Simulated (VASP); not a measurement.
Consider the following.

```
CdO
1.0
    3.34049     0.00000     0.00000
   -1.67025     2.89295     0.00000
    0.00000     0.00000    14.00000
Cd O
1 1
Direct
  0.66667   0.33333   0.50000
  0.33333   0.66667   0.50000
```

All values below come from PBE GGA, VASP's PBE PAW potentials (set 64) (plane waves; VASP). Settings: 400 eV cut-off, 9×9×1 Γ-centred mesh, Gaussian smearing of 0.10 eV, potentials Cd O.

The cell holds a wide vacuum, so values per volume refer to the whole cell.

Q: Give the energies of bands 6 to 12 at the high-symmetry points, in eV from the valence-band maximum.

A: 
```tsv
band	Γ	M	K
6	-7.11	-6.89	-6.02
7	-3.77	-4.74	-4.79
8	0.00	-2.64	-4.59
9	0.00	-1.86	-1.63
10	0.41	5.03	5.71
11	2.96	5.36	6.60
12	3.65	6.24	7.51
```

The gap is direct, 0.41 eV, from the valence maximum at Γ to the conduction minimum at Γ.

The cell is a sheet with vacuum, built from a generated structure.
